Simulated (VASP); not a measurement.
VASP input:

File POSCAR:
```
KCl
1
    0.0000000000     3.1246463552     3.1246463552
    3.1246463552     0.0000000000     3.1246463552
    3.1246463552     3.1246463552     0.0000000000
K Cl
1 1
Direct
  0.0000000000   0.0000000000   0.0000000000
  0.5000000000   0.5000000000   0.5000000000
```

### KPOINTS
```
kpoints
0
G
  7 7 7
0 0 0
```

**INCAR**
```
! general
SYSTEM = KCl
PREC   = Accurate
ENCUT  = 520
LREAL  = .FALSE.
LASPH  = .TRUE.

! electronic loop
EDIFF  = 1E-7
NELM   = 100
ALGO   = Normal

! smearing
ISMEAR = 0
SIGMA  = 0.05

! functional
GGA    = 91

! ions
ISIF   = 2

! output
LWAVE  = .FALSE.
LCHARG = .FALSE.
```

POTCAR, in this order: K_sv Cl (PBE.64 set). Program: vasp_std.

Write an equivalent input for Quantum ESPRESSO's pw.x.

One equivalent input (not run):
```
&CONTROL
  calculation = 'scf'
  pseudo_dir = './pseudo'
  outdir = './out'
  tprnfor = .true.
  tstress = .true.
/
&SYSTEM
  ibrav = 0
  nat = 2
  ntyp = 2
  ecutwfc = 74
  occupations = 'smearing'
  smearing = 'gaussian'
  degauss = 0.003675
  input_dft = 'pw91'
/
&ELECTRONS
  conv_thr = 7.3e-09
  electron_maxstep = 100
/
ATOMIC_SPECIES
  K 39.098 K.upf
  Cl 35.450 Cl.upf
CELL_PARAMETERS angstrom
     0.0000000    3.1246464    3.1246464
     3.1246464    0.0000000    3.1246464
     3.1246464    3.1246464    0.0000000
ATOMIC_POSITIONS crystal
  K    0.0000000  0.0000000  0.0000000
  Cl   0.5000000  0.5000000  0.5000000
K_POINTS automatic
  7 7 7 0 0 0
```
The two are equivalent in intent, not identical: the potentials are each code's own (VASP's PAW set, PseudoDojo norm-conserving files in pw.x), so ENCUT and ecutwfc are chosen apart and not converted; conv_thr bounds pw.x's estimated SCF error, while EDIFF bounds the energy change between steps.

The compound is KCl in the rock salt structure. This cell is one point of a volume scan, at 0.94 of the reference volume.
